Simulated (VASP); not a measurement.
OSZICAR of a VASP run on Ni3Fe (L1_2):

OSZICAR:
```
       N       E                     dE             d eps       ncg     rms          rms(c)
DAV:   1     0.229681980528E+03    0.22968E+03   -0.14962E+04  3752   0.168E+03
DAV:   2     0.180091336113E+01   -0.22788E+03   -0.21904E+03  3648   0.320E+02
DAV:   3    -0.126518824917E+02   -0.14453E+02   -0.13967E+02  3816   0.115E+02
DAV:   4    -0.128309535077E+02   -0.17907E+00   -0.17884E+00  3834   0.132E+01
DAV:   5    -0.128355179624E+02   -0.45645E-02   -0.45641E-02  4936   0.173E+00    0.201E+01
DAV:   6    -0.135158869795E+02   -0.68037E+00   -0.46986E+01  4136   0.164E+02    0.476E+01
DAV:   7    -0.108922483245E+02    0.26236E+01   -0.25317E+01  3984   0.104E+02    0.143E+01
DAV:   8    -0.102558786449E+02    0.63637E+00   -0.35147E+00  3970   0.419E+01    0.536E+00
DAV:   9    -0.103258468986E+02   -0.69968E-01   -0.80980E-01  5510   0.180E+01    0.346E+00
DAV:  10    -0.104197710484E+02   -0.93924E-01   -0.24944E-01  4806   0.573E+00    0.302E+00
DAV:  11    -0.104452753458E+02   -0.25504E-01   -0.67907E-02  4630   0.559E+00    0.180E+00
DAV:  12    -0.105016122834E+02   -0.56337E-01   -0.48686E-02  5554   0.327E+00    0.182E+00
DAV:  13    -0.105709364856E+02   -0.69324E-01   -0.21027E-01  5484   0.100E+01    0.159E+00
DAV:  14    -0.105798305576E+02   -0.88941E-02   -0.57602E-02  4328   0.356E+00    0.682E-01
DAV:  15    -0.105872959666E+02   -0.74654E-02   -0.14338E-02  4844   0.271E+00    0.300E-01
DAV:  16    -0.105876414647E+02   -0.34550E-03   -0.49149E-03  3796   0.986E-01    0.285E-01
DAV:  17    -0.105881731095E+02   -0.53164E-03   -0.56435E-04  5116   0.476E-01    0.177E-01
DAV:  18    -0.105883152663E+02   -0.14216E-03   -0.61497E-04  5538   0.591E-01    0.929E-02
DAV:  19    -0.105883561562E+02   -0.40890E-04   -0.21778E-04  4824   0.231E-01    0.372E-02
DAV:  20    -0.105883635041E+02   -0.73479E-05   -0.28734E-05  4534   0.632E-02    0.362E-02
DAV:  21    -0.105883709103E+02   -0.74062E-05   -0.13493E-05  5100   0.923E-02    0.105E-02
DAV:  22    -0.105883730305E+02   -0.21202E-05   -0.79473E-06  4286   0.367E-02    0.755E-03
DAV:  23    -0.105883735300E+02   -0.49951E-06   -0.12402E-06  2208   0.200E-02
   1 F= -.10588374E+02 E0= -.10588715E+02  d E =0.102545E-02  mag=     6.0962
```

Q: Which electronic solver shows in the log?

A: It is blocked Davidson (ALGO = Normal, or the opening steps of other solvers). The INCAR had ALGO = Normal.

Q: How was spin treated?

A: Collinear spin (ISPIN = 2): the summary line carries one mag value, 6.10 μB in the cell.

Q: Can the final energy be trusted as converged?

A: The calculation finished and met its thresholds. It stopped with EDIFF = 1E-6, NELM = 100 (PBE GGA + U (Dudarev), plane waves, VASP's PBE PAW potentials (set 64)).

The compound is Ni3Fe in the L1_2 structure. The cell was not relaxed at this level. The run is one of a series of settings (LDAU = .TRUE., LDAUJ = 0 0, LDAUL = 2 2, LDAUTYPE = 2, LDAUU = 6.0 6.0 against the base run), some of them coarse on purpose.
